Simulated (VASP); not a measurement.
```
CoC
1.0
    0.00000     2.18160     2.18160
    2.18160     0.00000     2.18160
    2.18160     2.18160     0.00000
Co C
1 1
Direct
  0.00000   0.00000   0.00000
  0.50000   0.50000   0.50000
```
Starting moments (μB, in the order of the record's atoms Co C): 3.0 0.0.

These are PBEsol GGA, VASP's PBE PAW potentials (set 64) (plane waves; VASP 6.6.1) values and carry that method's errors. Numerical set-up: 520 eV cut-off, 13×13×13 Γ-centred mesh, first-order Methfessel-Paxton smearing of 0.10 eV, potentials Co C.

Energy and stress use the plane-wave basis of the starting cell.

Task: The ions, cell shape and volume are relaxed. Predict the relaxed structure.

Result: 
```
CoC
1.0
    0.00000     1.97928     1.97928
    1.97928     0.00000     1.97928
    1.97928     1.97928     0.00000
Co C
1 1
Direct
  0.00000   0.00000   0.00000
  0.50000   0.50000   0.50000
```
Space group Fm-3m (225), at a tolerance of 0.03 Å. The cell ends with 0.00 μB, on the sites 0.00 0.00 μB.

Task: How do energy and volume change from the first to the last step?

Result: The energy (σ→0) changes by -547.4 meV/atom and the volume by -25.3 %, in 7 ionic steps.

The structure was generated: CoC was put into the rock salt type (Fm-3m), which need not be its known phase. This run relaxes it. Symmetry was kept, so distortions that lower it aren't found.
